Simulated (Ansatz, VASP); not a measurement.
# YbH3: VASP beside Ansatz

One calculation is typed for both programs; each brings its own data sets. How far apart do they land? Of the first pair: The two relaxations start from unlike cells of this crystal (the structure described is Ansatz's start), so only their ends are compared.

Program: Ansatz 0.2.0. Level of theory: plane waves, with VASP 6.6.1 beside it; relaxation of cell and atoms at PBE. Results are calculated unless marked as measured.

## 1. Set-up

It takes space group Fm-3m (No. 225, cubic). Conventional cell: a = 5.210 Å, b = 5.210 Å, c = 5.210 Å, α = 90.00°, β = 90.00°, γ = 90.00°. Nearest to Yb lie 14 H at 2.26 to 2.60 Å. Nearest to H lie 4 H at 2.26 Å and 4 Yb at 2.26 Å. Nearest to H lie 8 H at 2.26 Å and 6 Yb at 2.60 Å. Farther neighbours are not listed.

Coordinates:

```
Yb H
1.0
     0.00000    2.60497    2.60497
     2.60497    0.00000    2.60497
     2.60497    2.60497    0.00000
Yb H
1 3
Direct
  0.00000 0.00000 0.00000
  0.75000 0.75000 0.75000
  0.25000 0.25000 0.25000
  0.50000 0.50000 0.50000
```

## 2. VASP: relaxation of cell and atoms, PBE, pair 1

The relaxed volume is the usual yardstick between codes: in a stiff, nearly cubic crystal its relative difference is about their pressure difference at one cell divided by the bulk modulus.

Lines of VASP's logs that name or quote its potential files are left out, and so is its time.

INCAR reads:

```
SYSTEM = YbH3
PREC = Accurate
ENCUT = 600
EDIFF = 1E-07
NELM = 200
ISMEAR = 0
SIGMA = 0.1
LREAL = .FALSE.
ALGO = Normal
GGA = PE
NBANDS = 19
LASPH = .TRUE.
LORBIT = 11
LWAVE = .FALSE.
LCHARG = .FALSE.
ISIF = 3
IBRION = 2
NSW = 80
EDIFFG = -0.005
GGA_COMPAT = .FALSE.
NELMIN = 4
LMAXMIX = 6
KPAR = 2
```

POSCAR reads:

```
YbH3
1.0
    0.0000000000      2.5427139459      2.5427139459
    2.5427139459      0.0000000000      2.5427139459
    2.5427139459      2.5427139459      0.0000000000
Yb H
1 3
Direct
    0.0000000000      0.0000000000      0.0000000000
    0.7499999040      0.7499999040      0.7499999040
    0.2499999040      0.2499999040      0.2499999040
    0.5000000000      0.5000000000      0.5000000000
```

KPOINTS reads:

```
Automatic mesh
0
Gamma
14 14 14
0 0 0
```

PAW data sets: Yb and H (PBE family, release 64).

Command:

```
$ mpirun -np 2 vasp_std
```

Numbers of over 12 decimals in the logs are rounded to 6 here.

Output:

```text
[banner, memory and clock lines left out]
running    2 mpi-ranks, on    1 nodes
 distrk:  each k-point on    1 cores,    2 groups
 distr:  one band on    1 cores,    1 groups

 POSCAR found type information on POSCAR YbH
 POSCAR found :  2 types and       4 ions
 LDA part: xc-table for (Slater+PW92), standard interpolation
 POSCAR, INCAR and KPOINTS ok, starting setup
 FFT: planning ... GRIDC
 FFT: planning ... GRID_SOFT
 FFT: planning ... GRID
 WAVECAR not read
 entering main loop
       N       E                     dE             d eps       ncg     rms          rms(c)
DAV:   1     0.134434292161E+03    0.13443E+03   -0.10479E+04  5094   0.102E+04
DAV:   2     0.388675853738E+01   -0.13055E+03   -0.12605E+03  4898   0.655E+02
DAV:   3    -0.139039792863E+02   -0.17791E+02   -0.17430E+02  5820   0.148E+02
DAV:   4    -0.164785851441E+02   -0.25746E+01   -0.25499E+01  7833   0.405E+01
DAV:   5    -0.166085476271E+02   -0.12996E+00   -0.12967E+00  7013   0.113E+01    0.323E+01
DAV:   6    -0.181097841933E+02   -0.15012E+01   -0.18076E+01  4833   0.196E+02    0.703E+01
DAV:   7    -0.163796467568E+02    0.17301E+01   -0.18002E+00  6279   0.856E+01    0.358E+01
DAV:   8    -0.159171663312E+02    0.46248E+00   -0.20860E+01  4706   0.194E+02    0.137E+01
DAV:   9    -0.153057234710E+02    0.61144E+00   -0.30457E+00  5453   0.742E+01    0.830E+00
DAV:  10    -0.152982590472E+02    0.74644E-02   -0.38716E-01  7677   0.106E+01    0.114E+01
DAV:  11    -0.153013458051E+02   -0.30868E-02   -0.16868E-02  7024   0.136E+00    0.110E+01
DAV:  12    -0.152970716263E+02    0.42742E-02   -0.22139E-02  6213   0.302E+00    0.658E+00
DAV:  13    -0.152923732115E+02    0.46984E-02   -0.22192E-03  7460   0.158E+00    0.448E+00
DAV:  14    -0.152824571096E+02    0.99161E-02   -0.86488E-03  4573   0.473E+00    0.329E+00
DAV:  15    -0.152804436967E+02    0.20134E-02   -0.29552E-03  6778   0.204E+00    0.237E+00
DAV:  16    -0.152798507304E+02    0.59297E-03   -0.58946E-04  7730   0.864E-01    0.156E+00
DAV:  17    -0.152794981021E+02    0.35263E-03   -0.32591E-04  6220   0.892E-01    0.782E-01
DAV:  18    -0.152794271657E+02    0.70936E-04   -0.15880E-04  7658   0.396E-01    0.255E-01
DAV:  19    -0.152794187160E+02    0.84498E-05   -0.49591E-05  7781   0.187E-01    0.816E-02
DAV:  20    -0.152794188855E+02   -0.16954E-06   -0.14465E-05  7895   0.410E-02    0.273E-02
DAV:  21    -0.152794186492E+02    0.23630E-06   -0.19311E-06  7542   0.231E-02    0.252E-02
DAV:  22    -0.152794184941E+02    0.15510E-06   -0.10366E-07  3930   0.128E-02    0.140E-02
DAV:  23    -0.152794184919E+02    0.21628E-08   -0.34266E-07  5569   0.166E-02
   1 F= -.15279418E+02 E0= -.15273892E+02  d E =-.152794E+02
 curvature:   0.00 expect dE= 0.000E+00 dE for cont linesearch  0.000E+00
 trial: gam= 0.00000 g(F)=  0.886E-43 g(S)=  0.244E-04 ort = 0.000E+00 (trialstep = 0.100E+01)
 search vector abs. value=  0.244E-04
 bond charge predicted
       N       E                     dE             d eps       ncg     rms          rms(c)
DAV:   1    -0.152811192967E+02   -0.17008E-02   -0.69557E-03  6366   0.273E+00    0.510E-01
DAV:   2    -0.152867328103E+02   -0.56135E-02   -0.37402E-02  4625   0.979E+00    0.884E-01
DAV:   3    -0.152795641137E+02    0.71687E-02   -0.22317E-02  4547   0.793E+00    0.116E-01
DAV:   4    -0.152794366864E+02    0.12743E-03   -0.37924E-04  6757   0.686E-01    0.433E-02
DAV:   5    -0.152794216573E+02    0.15029E-04   -0.10900E-04  7091   0.249E-01    0.433E-02
DAV:   6    -0.152794274422E+02   -0.57849E-05   -0.16387E-05  7581   0.691E-02    0.391E-02
DAV:   7    -0.152794301649E+02   -0.27227E-05   -0.43933E-06  7457   0.336E-02    0.129E-02
DAV:   8    -0.152794300199E+02    0.14497E-06   -0.30207E-07  4802   0.165E-02    0.102E-02
DAV:   9    -0.152794300798E+02   -0.59825E-07   -0.74753E-08  3181   0.131E-02
   2 F= -.15279430E+02 E0= -.15273905E+02  d E =-.115878E-04
 trial-energy change:   -0.000012  1 .order   -0.000014   -0.000024   -0.000003
 step:   1.1616(harm=  1.1616)  dis= 0.00000  next Energy=   -15.279433 (dE=-0.142E-04)
 reached required accuracy - stopping structural energy minimisation
```

Parts of OUTCAR (step 2):

```text
ion  position               nearest neighbor table
   1  0.000  0.000  0.000-   3 2.20   2 2.20   2 2.20   2 2.20   3 2.20   3 2.20   3 2.20   2 2.20

  LATTYP: Found a face centered cubic cell.
 ALAT       =     5.0854278918

 Subroutine GETGRP returns: Found 48 space group operations
 (whereof 48 operations were pure point group operations)

The static configuration has the point symmetry O_h .

 Found    104 irreducible k-points:

   k-points           NKPTS =    104   k-points in BZ     NKDIM =    104   number of bands    NBANDS=     19

   dimension x,y,z NGX =    30 NGY =   30 NGZ =   30
   dimension x,y,z NGXF=    60 NGYF=   60 NGZF=   60

   ENCUT  =  600.0 eV  44.10 Ry    6.64 a.u.   7.18  7.18  7.18*2*pi/ulx,y,z

   NELECT =      27.0000    total number of electrons

 k-points in reciprocal lattice and weights: Automatic mesh
   0.00000000  0.00000000  0.00000000       0.000
   0.07142857  0.00000000  0.00000000       0.003
   0.14285714  0.00000000  0.00000000       0.003
   0.21428571  0.00000000  0.00000000       0.003
   0.28571429  0.00000000  0.00000000       0.003
   0.35714286  0.00000000  0.00000000       0.003
   0.42857143  0.00000000  0.00000000       0.003
   0.50000000  0.00000000  0.00000000       0.001
   0.07142857  0.07142857  0.00000000       0.002
[...]
-0.28571429  0.42857143  0.21428571       0.009
  -0.28571429  0.50000000  0.21428571       0.004

 average (electrostatic) potential at core
       1 -35.0230       2 -34.1703       3 -34.1703       4 -34.4074

 E-fermi :   1.7706

 k-point     1 :       0.0000    0.0000    0.0000
  band No.  band energies     occupation
    ...
      8       1.3060      2.00000
      9       1.3060      2.00000
     10       1.4375      2.00000
     11       1.4375      2.00000
     12       1.4375      2.00000
     13       3.1641      0.00000
     14       4.5443      0.00000
     15       4.9126      0.00000
     16       4.9126      0.00000
     17       4.9126      0.00000
    ...

 k-point     2 :       0.0714    0.0000    0.0000
  band No.  band energies     occupation
    ...
      8       1.3094      2.00000
      9       1.3094      2.00000
     10       1.4299      2.00000
     11       1.4299      2.00000
     12       1.4376      2.00000
     13       2.7443      0.00000
     14       4.3915      0.00000
     15       4.9805      0.00000
     16       4.9805      0.00000
     17       5.5661      0.00000
    ...

 k-point     3 :       0.1429    0.0000    0.0000
  band No.  band energies     occupation
    ...
      8       1.3190      2.00000
      9       1.3190      2.00000
     10       1.4108      2.00000
     11       1.4108      2.00000
     12       1.4382      2.00000
     13       2.1588      0.00000
     14       4.0199      0.00000
     15       5.1350      0.00000
     16       5.1350      0.00000
     17       6.8674      0.00000
    ...

  Total       -0.0036147     -0.0036147     -0.0036147      0.0000000     -0.0000000      0.0000000
  in kB       -0.1763075     -0.1763075     -0.1763075      0.0000000     -0.0000000      0.0000000
  external PRESSURE =      -0.1763075 kB  Pullay stress =       0.0000000 kB

  energy-cutoff  :      600.00
  volume of cell :       32.85
      direct lattice vectors                 reciprocal lattice vectors
    -0.000000000  2.541917265  2.541917265    -0.196701917  0.196701917  0.196701917
     2.541917265 -0.000000000  2.541917265     0.196701917 -0.196701917  0.196701917
     2.541917265  2.541917265 -0.000000000     0.196701917  0.196701917 -0.196701917

 POSITION                                       TOTAL-FORCE (eV/Angst)
 -----------------------------------------------------------------------------------
      2.54192      2.54192     -0.00000         0.000000      0.000000      0.000000
      3.81288      3.81288      3.81288         0.000000      0.000000      0.000000
      1.27096      1.27096      1.27096        -0.000000     -0.000000     -0.000000
      2.54192      2.54192      2.54192         0.000000     -0.000000      0.000000
 -----------------------------------------------------------------------------------
    total drift:                                0.000011      0.000011      0.000011

  FREE ENERGIE OF THE ION-ELECTRON SYSTEM (eV)
  ---------------------------------------------------
  free  energy   TOTEN  =       -15.2794300798 eV

  energy  without entropy=      -15.2683805691  energy(sigma->0) =      -15.27390532

 reached required accuracy - stopping structural energy minimisation

 total charge
# of ion       s       p       d       f       tot
--------------------------------------------------
    1        2.117   6.076   0.527  13.416  22.135
    2        0.555   0.007   0.000   0.000   0.562
    3        0.555   0.007   0.000   0.000   0.562
    4        0.465   0.007   0.000   0.000   0.471
--------------------------------------------------
tot          3.692   6.096   0.527  13.416  23.731

[... 3 further parts left out ...]
```

## 3. Ansatz: relaxation of cell and atoms, PBE, pair 1

Ansatz runs on its default PAW (the set named soft_2) files.

Its own start cell and the same functional, mesh and smearing now go to Ansatz, which takes its cutoff from its data sets.

input.yaml reads:

```yaml
crystal:
  lattice:
    - [0.0, 2.604971, 2.604971]
    - [2.604971, 0.0, 2.604971]
    - [2.604971, 2.604971, 0.0]
  atoms:
    - { symbol: Yb, position: [0.0, 0.0, 0.0] }
    - { symbol: H, position: [0.75, 0.75, 0.75] }
    - { symbol: H, position: [0.25, 0.25, 0.25] }
    - { symbol: H, position: [0.5, 0.5, 0.5] }
kpoints:
  mp_grid: { grid: [14, 14, 14] }
hamiltonian:
  xc: pbe
scf:
  occupations: { method: gaussian, width: 0.1 }
output:
  forces: true
  stress: true
  eigenvalues: true
relax:
  adjacent_minimum: "off"
  f_tol: 0.005
  max_steps: 80
  cell: { stress_tol: 0.05 }
```

Command:

```
$ ansatz run input.yaml --threads 8 --pin off --max-ram 14336MiB --backend cpu --events-out ev --progress --plain --runs-dir out
```

Output:

```text
Engine: ansatz 0.2.0, x86_64-unknown-linux-gnu
Pseudopotentials: kind: paw
Pseudopotential: Yb, paw, valence charge 24, recommended cutoff 420 eV (normal), Yb.paw.azcp
Pseudopotential: H, paw, valence charge 1, recommended cutoff 420 eV (normal), H.paw.azcp
Functional definition: PBE
  parameter kappa = 0.804
  parameter beta = 0.066725
  exchange = pbe_x(kappa = kappa, mu = beta*pi^2/3)
  correlation = pbe_c(beta = beta)
Crystal: 4 atoms, lattice volume = 35.354 Å³
Basis set: ecut = 420 eV, 701 PW (Γ), exchange–correlation on 50×50×50 points (8 copies of the dense FFT grid, shifted against one another)
Bands: 18, of which v1, the nominal top of the filled ones, is band 14 counted from 1 (13 counted from 0)
Symmetry: 48 space group operations
Space group: Fm-3m (ITA 225), of the structure as read, at distance tolerance 3.3e-5 Å
k-points: 104 of 2744
Non-local potential: Yb, projectors of the file, l = 0: 3, l = 1: 2, l = 2: 2, l = 3: 3
Non-local potential: H, projectors of the file, l = 0: 2, l = 1: 1
PAW form: soft (Blöchl's): semilocal exchange-correlation on the pseudo side does not see the compensation charge
PAW one-centre angular grid: Yb, 590 points (default); XC on 64 Gauss nodes
PAW one-centre angular grid: H, 110 points (default); XC on 64 Gauss nodes
Initial density: superposition of atomic densities (neutral atoms: chi_scale 0, normalization atom), corrected by the library's trained network
Initial wavefunctions: pseudopotential atomic-orbital guess
Functional: x = pbe(κ = 0.804, μ = 0.219515), c = pbe(β = 0.066725)
SCF iter   1: F=—  HF=-13844.166956 eV  |F-HF|=—  |Δ(HF+E_count)|=         —  Δρ=2.32e-2  dr2=1.96e-1  ethr=1.77e-3  ⟨swp⟩=5.0  Hψ=8746  notcnv=0
preconditioner: auto → Kerker (q_TF=auto, 2.608 Å⁻¹)  [metal: Δε(μ)=0.009 eV  Ē_g=11.810 eV  σ=0.100 eV  W_gap=0.05  n_scr=14 (ndim 8)  ℏωp=31.2 eV  f_vac=0.000  D(μ)=1.73/eV (n_scr^D=14)]
SCF iter   2: F=—  HF=-13844.146648 eV  |F-HF|=—  |Δ(HF+E_count)|=   2.03e-2  Δρ=1.17e-2  dr2=5.47e-2  ethr=7.25e-4  ⟨swp⟩=1.8  Hψ=3056  notcnv=0
SCF iter   3: F=—  HF=-13844.137004 eV  |F-HF|=—  |Δ(HF+E_count)|=   9.64e-3  Δρ=1.85e-3  dr2=2.05e-3  ethr=2.02e-4  ⟨swp⟩=1.7  Hψ=2102  notcnv=0
SCF iter   4: F=—  HF=-13844.136982 eV  |F-HF|=—  |Δ(HF+E_count)|=   2.17e-5  Δρ=7.13e-4  dr2=1.20e-4  ethr=7.61e-6  ⟨swp⟩=2.3  Hψ=2879  notcnv=0
SCF iter   5: F=—  HF=-13844.137021 eV  |F-HF|=—  |Δ(HF+E_count)|=   3.90e-5  Δρ=1.68e-4  dr2=9.93e-6  ethr=4.46e-7  ⟨swp⟩=2.4  Hψ=3112  notcnv=0
SCF iter   6: F=—  HF=-13844.137020 eV  |F-HF|=—  |Δ(HF+E_count)|=   1.10e-6  Δρ=3.90e-5  dr2=4.20e-7  ethr=3.68e-8  ⟨swp⟩=2.0  Hψ=3249  notcnv=0
SCF iter   7: F=-13844.137019 eV  HF=-13844.137019 eV  |F-HF|=3.56e-8  |Δ(HF+E_count)|=   5.53e-7  Δρ=1.90e-5  dr2=8.30e-8  ethr=3.70e-10  ⟨swp⟩=8.8  Hψ=11274  notcnv=0
SCF 1 converged in 7 iterations: F = -13844.137019 eV  dr2 = 8.30e-8
  greatest PAW one-centre occupation: 0.997 electrons in one spin orbital (limit 2), on the Yb atom at site 0 (counted from 0), in its partial waves of l = 0
relax step   1: F+E_penalty+E_count = -13844.13701941 eV  Δ(F+E_penalty+E_count) = +0.000e0 eV  max|allowed force component| = 6.144e-19 eV/Å  Δτ_max = 0.0000 Å  P = -5.400 GPa  Ω = 35.354 Å³  (7 SCF iters, dr2 threshold 1.00e-7 eV, accepted)
[...]
relax step   3: F+E_penalty+E_count = -13844.18418584 eV  Δ(F+E_penalty+E_count) = -4.717e-2 eV  max|allowed force component| = 2.873e-18 eV/Å  Δτ_max = 0.0000 Å  P = -0.689 GPa  Ω = 33.100 Å³  energy of the carried Pulay correction = +2.465e-3 eV  (10 SCF iters, accepted)
[...]
relax step   4: F+E_penalty+E_count = -13844.18511741 eV  Δ(F+E_penalty+E_count) = -9.316e-4 eV  max|allowed force component| = 9.939e-19 eV/Å  Δτ_max = 0.0000 Å  P = +0.083 GPa  Ω = 32.794 Å³  energy of the carried Pulay correction = +2.812e-3 eV  (6 SCF iters, dr2 threshold 4.00e-7 eV, accepted)
[...]
relax step   5: F+E_penalty+E_count = -13844.18508990 eV  Δ(F+E_penalty+E_count) = +2.751e-5 eV  max|allowed force component| = 7.047e-19 eV/Å  Δτ_max = 0.0000 Å  P = +0.002 GPa  Ω = 32.825 Å³  energy of the carried Pulay correction = +2.776e-3 eV  (6 SCF iters, dr2 threshold 1.71e-8 eV, accepted)
[...]
relax step   6: F+E_penalty+E_count = -13844.18271871 eV  Δ(F+E_penalty+E_count) = +2.371e-3 eV  max|allowed force component| = 7.409e-19 eV/Å  Δτ_max = 0.0000 Å  P = -0.048 GPa  Ω = 32.825 Å³  stress off target by 4.78e-2 GPa  SCF on the basis re-selected at this cell (its energy is not comparable with the rows above)  (7 SCF iters)
basis re-selected at this cell: Δ(F+E_penalty+E_count) = +2.371e-3 eV, ΔP = -0.049 GPa vs the last step (what re-selecting the basis moved, of the pressure what is left beyond the Pulay correction that the steps carried, after the strain that the cell walked since its last selection, with what the two solves' SCF thresholds leave and, on support functions, any second-order correction that the steps lacked; it is no m [...]
SCF converged after 7 iterations
Free energy (F): -13844.182719 eV
Harris-Foulkes:  -13844.182719 eV  (|F-HF|=5.46e-12)
Internal energy: -13844.171694 eV  (E = F + TS)
E sigma→0 (E₀):  -13844.177206 eV
Entropy (-TS):   -0.011025 eV (-2.756 meV/atom)
Fermi energy:    11.931832 eV
--- Per-component energies (eV) ---
  E_band       = 53.953329
  E_kinetic    = 405.779023
  E_local      = -5810.066491  (includes V_loc(G=0)·N_el)
  E_nonlocal   = 531.291982
  E_hartree    = 2518.783196
  E_xc         = -196.179773
  E_vxc        = -246.115259  (∫ρ·V_xc dr)
  E_paw        = -7342.573163  (= ΣΔE_a)
  E_vpaw       = 135.501262  (= ΣTr[D̂ρ^β])
  E_aug_tail   = -0.003478  (compensation charges beyond the density's cutoff)
  E_ewald      = -3951.202990
  E_smearing   = -0.011025  (= −TS)
  E_closure    = -0.000000  (closes the sum)
  Σ components = -13844.182719   (vs F -13844.182719, Δ=0.00e0)
--- Forces (eV/Å), atoms counted from 1 ---
  atom   1  Yb    -0.00000000    -0.00000000     0.00000000
  atom   2  H     -0.00000000    -0.00000000     0.00000000
  atom   3  H      0.00000000     0.00000000    -0.00000000
  atom   4  H      0.00000000    -0.00000000     0.00000000
  max |Σ_I F_I| component: 4.34e-19 eV/Å
--- Stress (GPa, compression-positive) ---
       -0.047800       0.000000       0.000000
        0.000000      -0.047800      -0.000000
        0.000000      -0.000000      -0.047800
  P = ⅓ Tr σ = -0.0478 GPa (-0.478 kbar)
--- Band table (eV; the first three rows and the last of 104) ---
  k-point 0: bands = [... 10 lower, 11.5974, 11.5974, 13.3319, 14.6946, 15.0702, 15.0702, 15.0702, 17.9623]
  k-point 1: bands = [... 10 lower, 11.5899, 11.5976, 12.9096, 14.5435, 15.1382, 15.1382, 15.7256, 17.8287]
  k-point 2: bands = [... 10 lower, 11.5706, 11.5982, 12.3215, 14.1753, 15.2932, 15.2932, 17.0277, 17.5750]
  k-point 103: bands = [... 10 lower, 11.5650, 11.5782, 11.5855, 11.6147, 15.0645, 19.8716, 20.0449, 20.0532]
--- Relaxed structure (5 steps of the walk, 4 accepted, 1 SCFs on fresh bases) ---
  F+E_penalty+E_count = -13844.18271871 eV   max|allowed force component| = 7.409e-19 eV/Å   (the final SCF, on the basis selected at the relaxed cell)
  cell:  # Å, volume = 32.8254 Å³
    - [0, 2.541324, 2.541324]
    - [2.541324, 0, 2.541324]
    - [2.541324, 2.541324, 0]
  atoms:
    - { symbol: Yb, position: [0, 0, 0] }
    - { symbol: H, position: [0.75, 0.75, 0.75] }
    - { symbol: H, position: [0.25, 0.25, 0.25] }
    - { symbol: H, position: [0.5, 0.5, 0.5] }
```

## 4. Differences

Known differences besides the potentials themselves: the cutoff is 420 eV in Ansatz and 600 eV in VASP; Ansatz adds a Pulay correction to the stress that steers its cell, VASP none. Total energies have different zeros and are not compared.

The two programs side by side:

```csv
quantity,Ansatz,VASP,difference
volume (Å³),32.83,32.85,-0.07 %
"edge a after relaxation, in the typed setting (Å)",3.594,3.595,-0.02 %
```

(Continued in part 2 of 2.)

[Lines on the potential files, build, host, timing and source positions are cut from VASP's logs without a mark.]

[Logs are printed without paths, hosts, clocks, repeated set-up lines and the standing remarks that a program may print on its own settings, such as how far it seeks lower states.]

[Hosts, paths, dates, database ids (printed as entryN), source tags and the programs' standing remarks are cut or masked in the printed files.]
